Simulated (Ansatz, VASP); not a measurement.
# RbTlI2 (alpha-NaFeO2 type (invented)): VASP beside Ansatz, part 2 of 2

One calculation is typed for both programs; each brings its own data sets. How far apart do they land? The cell is generated by rule, not measured, and may not be a known phase. The cell is taken from a series of runs on this material, whose earlier steps may have relaxed, scaled, displaced or heated it; both programs get it as it stands.

VASP 6.6.1 and Ansatz 0.2.0.

So far: Set-up; VASP: relaxation of cell and atoms, PBEsol.

## (3) Ansatz: relaxation of cell and atoms, PBEsol

Level of this step: Ansatz beside VASP: Kohn-Sham DFT, plane waves, PBEsol (Ansatz).

Ansatz runs on its default PAW (the set named soft_2) files.

The same cell, functional, mesh and smearing now go to Ansatz, which takes its cutoff from its data sets.

File input.yaml:

```yaml
crystal:
  lattice:
    - [2.5087572151, 1.4484316534, 8.2033081861]
    - [-2.5087572151, 1.4484316534, 8.2033081861]
    - [0.0, -2.8968633069, 8.2033081861]
  atoms:
    - { symbol: Rb, position: [1.0, 0.0, 0.0] }
    - { symbol: Tl, position: [0.5, 0.5, 0.5] }
    - { symbol: I, position: [0.2450748834, 0.2450748834, 0.2450748834] }
    - { symbol: I, position: [0.7549251166, 0.7549251166, 0.7549251166] }
kpoints:
  mp_grid: { grid: [6, 6, 6] }
hamiltonian:
  xc: pbesol
scf:
  occupations: { method: gaussian, width: 0.02 }
output:
  forces: true
  stress: true
  eigenvalues: true
  write_density: true
  write_potential: true
  elf: true
  volumetric_format: npy
relax:
  adjacent_minimum: "off"
  f_tol: 0.005
  max_steps: 80
  cell: { stress_tol: 0.05 }
```

The run is started by

```
$ ansatz run input.yaml --threads 2 --pin off --max-ram 5120MiB --backend cpu --events-out ev --progress --plain --runs-dir out
```

Numbers of over 12 decimals in the logs are rounded to 6 here.

The program printed:

```text
basis.fft_grid_basis auto: the FFT boxes are laid along the combinations [[1, -1, 0], [0, 1, 0], [0, -1, 1]] of the cell's own vectors, 5.018, 8.700 and 5.018 Å long. The dense box has 36×60×36 points. Along the cell's own vectors, as sized, it would have 60×60×60, 2.78 times as many. Of the 12 symmetry operations that the crystal satisfies within crystal.symmetry.tolerance (time reversal apart; of a slab, those that [...]
Engine: ansatz 0.2.0, x86_64-unknown-linux-gnu
Pseudopotentials: kind: paw
Pseudopotential: Rb, paw, valence charge 9, recommended cutoff 420 eV (normal), Rb.paw.azcp
Pseudopotential: Tl, paw, valence charge 13, recommended cutoff 420 eV (normal), Tl.paw.azcp
Pseudopotential: I, paw, valence charge 17, recommended cutoff 420 eV (normal), I.paw.azcp
Functional definition: PBEsol
  exchange = pbesol_x
  correlation = pbesol_c
Crystal: 4 atoms, lattice volume = 178.853 Å³
Basis set: ecut = 420 eV, 3525 PW (Γ), FFT grids on a1−a2, a2, −a2+a3, exchange–correlation on 72×120×72 points (8 copies of the dense FFT grid, shifted against one another)
Bands: 34, of which v1, the nominal top of the filled ones, is band 28 counted from 1 (27 counted from 0)
Symmetry: 12 space group operations
Space group: R-3m (ITA 166), of the structure as read, at distance tolerance 5.6e-5 Å
k-points: 32 of 216
Non-local potential: Rb, projectors of the file, l = 0: 3, l = 1: 2, l = 2: 2
Non-local potential: Tl, projectors of the file, l = 0: 2, l = 1: 2, l = 2: 2, l = 3: 1
Non-local potential: I, projectors of the file, l = 0: 2, l = 1: 2, l = 2: 2, l = 3: 2
PAW form: soft (Blöchl's): semilocal exchange-correlation on the pseudo side does not see the compensation charge
PAW frozen core: Rb, regenerated for the run's functional, and the local potential with it (the file was generated under x = pbe(κ = 0.804, μ = 0.219515), c = pbe(β = 0.066725))
PAW frozen core: Tl, regenerated for the run's functional, and the local potential with it (the file was generated under x = pbe(κ = 0.804, μ = 0.219515), c = pbe(β = 0.066725))
PAW frozen core: I, regenerated for the run's functional, and the local potential with it (the file was generated under x = pbe(κ = 0.804, μ = 0.219515), c = pbe(β = 0.066725))
PAW one-centre angular grid: Rb, 110 points (default); XC on 64 Gauss nodes
PAW one-centre angular grid: Tl, 590 points (default); XC on 64 Gauss nodes
PAW one-centre angular grid: I, 590 points (default); XC on 64 Gauss nodes
Initial density: superposition of atomic densities (neutral atoms: chi_scale 0, normalization atom), corrected by the library's trained network
Initial wavefunctions: pseudopotential atomic-orbital guess
Functional: x = pbesol(κ = 0.804, μ = 0.123457), c = pbesol(β = 0.046)
SCF iter   1: F=—  HF=-29381.351509 eV  |F-HF|=—  |Δ(HF+E_count)|=         —  Δρ=1.86e-3  dr2=9.99e-3  ethr=1.77e-3  ⟨swp⟩=9.9  Hψ=5316  notcnv=0
preconditioner: auto → Resta (q_TF=auto, 2.248 Å⁻¹)  ε∞=3.0  [insulator: Δε(μ)=2.895 eV  Ē_g=11.582 eV  σ=0.020 eV  W_gap=1.00  n_scr=28 (ndim 8)  ℏωp=16.2 eV  f_vac=0.131  D(μ)=0.00/eV (n_scr^D=0)  ε∞_Penn≈3.0]
SCF iter   2: F=—  HF=-29381.346901 eV  |F-HF|=—  |Δ(HF+E_count)|=   4.61e-3  Δρ=9.95e-4  dr2=2.19e-3  ethr=1.78e-5  ⟨swp⟩=2.8  Hψ=2119  notcnv=0  defer=48
SCF iter   3: F=—  HF=-29381.346885 eV  |F-HF|=—  |Δ(HF+E_count)|=   1.61e-5  Δρ=2.74e-4  dr2=1.47e-4  ethr=3.91e-6  ⟨swp⟩=2.0  Hψ=2080  notcnv=0  defer=48
SCF iter   4: F=—  HF=-29381.346867 eV  |F-HF|=—  |Δ(HF+E_count)|=   1.82e-5  Δρ=1.06e-4  dr2=2.75e-5  ethr=2.62e-7  ⟨swp⟩=2.0  Hψ=1936  notcnv=0  defer=48
SCF iter   5: F=—  HF=-29381.346849 eV  |F-HF|=—  |Δ(HF+E_count)|=   1.79e-5  Δρ=2.34e-5  dr2=1.42e-6  ethr=4.91e-8  ⟨swp⟩=2.0  Hψ=1935  notcnv=0  defer=48
SCF iter   6: F=—  HF=-29381.346851 eV  |F-HF|=—  |Δ(HF+E_count)|=   2.21e-6  Δρ=8.92e-6  dr2=1.77e-7  ethr=2.54e-9  ⟨swp⟩=2.0  Hψ=1936  notcnv=0  defer=48
SCF iter   7: F=-29381.346851 eV  HF=-29381.346851 eV  |F-HF|=1.39e-8  |Δ(HF+E_count)|=   2.95e-7  Δρ=2.26e-6  dr2=1.22e-8  ethr=1.79e-10  ⟨swp⟩=16.2  Hψ=9003  notcnv=0
SCF 1 converged in 7 iterations: F = -29381.346851 eV  dr2 = 1.22e-8
  greatest PAW one-centre occupation: 0.999 electrons in one spin orbital (limit 2), on the I atom at site 3 (counted from 0), in its partial waves of l = 2
relax step   1: F+E_penalty+E_count = -29381.34685146 eV  Δ(F+E_penalty+E_count) = +0.000e0 eV  max|allowed force component| = 3.654e-3 eV/Å  Δτ_max = 0.0000 Å  P = -0.025 GPa  Ω = 178.853 Å³  (7 SCF iters, dr2 threshold 1.00e-7 eV, accepted)
Initial density: handed on by an earlier stage of this run
Initial wavefunctions: pseudopotential atomic-orbital guess (no wavefunctions were taken with the density)
iter 1 solved again at ethr=4.04e-7 eV; its pass at ethr=3.10e-3 eV (dr2=2.26e-4 eV) is discarded
SCF iter   1: F=—  HF=-29381.346903 eV  |F-HF|=—  |Δ(HF+E_count)|=         —  Δρ=2.85e-6  dr2=1.45e-8  ethr=4.04e-7  ⟨swp⟩=3.4  Hψ=8301  notcnv=0
eigensolver tolerance schedule: the retry pair's looser diagonalisation over-reported the residual by 15579.48 of it (diagonalisation noise at an unbounded share of the residual, at the tolerance the schedule requests for it); recorded, not acted on — ethr = c·dr2/N_el stays at c = 1.0e-1
preconditioner: auto → Resta (q_TF=auto, 2.248 Å⁻¹)  ε∞=3.0  [insulator: Δε(μ)=2.923 eV  Ē_g=11.588 eV  σ=0.020 eV  W_gap=1.00  n_scr=28 (ndim 8)  ℏωp=16.2 eV  f_vac=0.122  D(μ)=0.00/eV (n_scr^D=0)  ε∞_Penn≈3.0]
SCF iter   2: F=—  HF=-29381.346851 eV  |F-HF|=—  |Δ(HF+E_count)|=   5.19e-5  Δρ=1.24e-6  dr2=3.84e-9  ethr=2.59e-11  ⟨swp⟩=4.0  Hψ=3254  notcnv=0
SCF iter   3: F=—  HF=-29381.346851 eV  |F-HF|=—  |Δ(HF+E_count)|=   5.93e-9  Δρ=7.05e-7  dr2=1.53e-9  ethr=6.85e-12  ⟨swp⟩=2.0  Hψ=1309  notcnv=0
SCF iter   4: F=—  HF=-29381.346851 eV  |F-HF|=—  |Δ(HF+E_count)|=   4.76e-9  Δρ=1.99e-7  dr2=9.54e-11  ethr=2.73e-12  ⟨swp⟩=2.0  Hψ=1632  notcnv=0
SCF iter   5: F=-29381.346851 eV  HF=-29381.346851 eV  |F-HF|=7.28e-12  |Δ(HF+E_count)|=  1.71e-10  Δρ=9.09e-8  dr2=8.48e-12  ethr=1.00e-12  ⟨swp⟩=8.0  Hψ=5742  notcnv=0
SCF 2 converged in 5 iterations: F = -29381.346851 eV  dr2 = 8.48e-12
relax step   2: F+E_penalty+E_count = -29381.34685147 eV  Δ(F+E_penalty+E_count) = -6.719e-9 eV  max|allowed force component| = 3.569e-3 eV/Å  Δτ_max = 0.0000 Å  P = -0.025 GPa  Ω = 178.853 Å³  stress off target by 2.77e-2 GPa  SCF on the basis re-selected at this cell (its energy is not comparable with the rows above)  (5 SCF iters)
basis re-selected at this cell: Δ(F+E_penalty+E_count) = -6.719e-9 eV, ΔP = +0.000 GPa vs the last step (what re-selecting the basis moved, of the pressure what is left beyond the Pulay correction that the steps carried, after the strain that the cell walked since its last selection, with what the two solves' SCF thresholds leave and, on support functions, any second-order correction that the steps lacked; it is no m [...]
SCF converged after 5 iterations
Free energy (F): -29381.346851 eV
Harris-Foulkes:  -29381.346851 eV  (|F-HF|=7.28e-12)
Internal energy: -29381.346851 eV  (E = F + TS)
E sigma→0 (E₀):  -29381.346851 eV
Fermi energy:    5.008280 eV
--- Per-component energies (eV) ---
  E_band       = -935.270476
  E_kinetic    = 902.651285
  E_local      = -6148.323425  (includes V_loc(G=0)·N_el)
  E_nonlocal   = 317.547186
  E_hartree    = 2835.815427
  E_xc         = -612.507489
  E_vxc        = -535.118818  (∫ρ·V_xc dr)
  E_paw        = -22058.423639  (= ΣΔE_a)
  E_vpaw       = -1143.657643  (= ΣTr[D̂ρ^β])
  E_aug_tail   = 0.000085  (compensation charges beyond the density's cutoff)
  E_ewald      = -4619.092501
  E_core_change = 0.986220  (= ΣΔE_core)
  E_smearing   = -0.000000  (= −TS)
  E_closure    = 0.000000  (closes the sum)
  Σ components = -29381.346851   (vs F -29381.346851, Δ=0.00e0)
--- Forces (eV/Å), atoms counted from 1 ---
  atom   1  Rb     0.00000000     0.00000000    -0.00000000
  atom   2  Tl    -0.00000000     0.00000000    -0.00000000
  atom   3  I      0.00000000    -0.00000000     0.00356853
  atom   4  I     -0.00000000     0.00000000    -0.00356853
  max |Σ_I F_I| component: 4.34e-19 eV/Å
--- Stress (GPa, compression-positive) ---
       -0.027745       0.000000       0.000000
        0.000000      -0.027745      -0.000000
        0.000000      -0.000000      -0.019416
  P = ⅓ Tr σ = -0.0250 GPa (-0.250 kbar)
--- Band table (eV; the first three rows and the last of 32) ---
  k-point 0: bands = [... 24 lower, 2.8677, 2.8745, 2.8745, 2.9380, 6.7646, 8.0691, 8.0691, 8.5247, ... 2 higher]
  k-point 1: bands = [... 24 lower, 2.6228, 2.8998, 2.9130, 3.4403, 7.1319, 7.4428, 8.1632, 9.1769, ... 2 higher]
  k-point 2: bands = [... 24 lower, 2.3978, 2.7375, 2.8959, 3.4673, 7.2255, 8.2195, 8.3038, 9.0206, ... 2 higher]
  k-point 31: bands = [... 24 lower, 2.7148, 2.9607, 2.9607, 3.5466, 6.4700, 7.8923, 7.8923, 8.9952, ... 2 higher]
--- Relaxed structure (1 steps of the walk, 1 accepted, 1 SCFs on fresh bases) ---
  F+E_penalty+E_count = -29381.34685147 eV   max|allowed force component| = 3.569e-3 eV/Å   (the final SCF, on the basis selected at the relaxed cell)
  cell:  # Å, volume = 178.8533 Å³
    - [2.508757, 1.448432, 8.203308]
    - [-2.508757, 1.448432, 8.203308]
    - [0.0, -2.896863, 8.203308]
  atoms:
    - { symbol: Rb, position: [1.000000, 0.0, 0.0] }
    - { symbol: Tl, position: [0.5, 0.5, 0.500000] }
    - { symbol: I, position: [0.2450748834, 0.2450748834, 0.245075] }
    - { symbol: I, position: [0.7549251166, 0.7549251166, 0.7549251166] }
```

Reading the cycles: dr2 is the Hartree energy of the density residual (eV), the measure of convergence; HF is the Harris–Foulkes estimate of the energy, which meets the free energy F at convergence.

## (4) Differences

Known differences besides the potentials themselves: the data sets hold 56 valence electrons in Ansatz (on its default PAW (the set named soft_2) files) and 36 in VASP; the cutoff is 420 eV in Ansatz and 500 eV in VASP; Ansatz makes its cores anew for this functional, VASP keeps those of its PBE data sets; Ansatz adds a Pulay correction to the stress that steers its cell, VASP none. Total energies have different zeros and are not compared.

Both answers:

```tsv
quantity	Ansatz	VASP	difference
volume (Å³)	178.85	178.72	+0.08 %
edge a after relaxation, in the typed setting (Å)	8.700	8.698	+0.02 %
```

## (5) What came out

```json
{
  "difference in volume (relaxation of cell and atoms, PBEsol)": "0.075 %"
}
```

In words: The difference in volume is 0.075 % (relaxation of cell and atoms, PBEsol), within the 1.2 % picked in this series as the mark of a large difference, as far as the stopping tolerances let one tell. The data sets hold unlike numbers of valence electrons (56 in Ansatz and 36 in VASP), so part of the differences comes from the potentials. How closely two codes agree says nothing of how well the functional describes the real material.

[Lines on the potential files, build, host, timing and source positions are cut from VASP's logs without a mark.]

[Logs are printed without paths, hosts, clocks, repeated set-up lines and the standing remarks that a program may print on its own settings, such as how far it seeks lower states.]

[Hosts, paths, dates, database ids (printed as entryN), source tags and the programs' standing remarks are cut or masked in the printed files.]
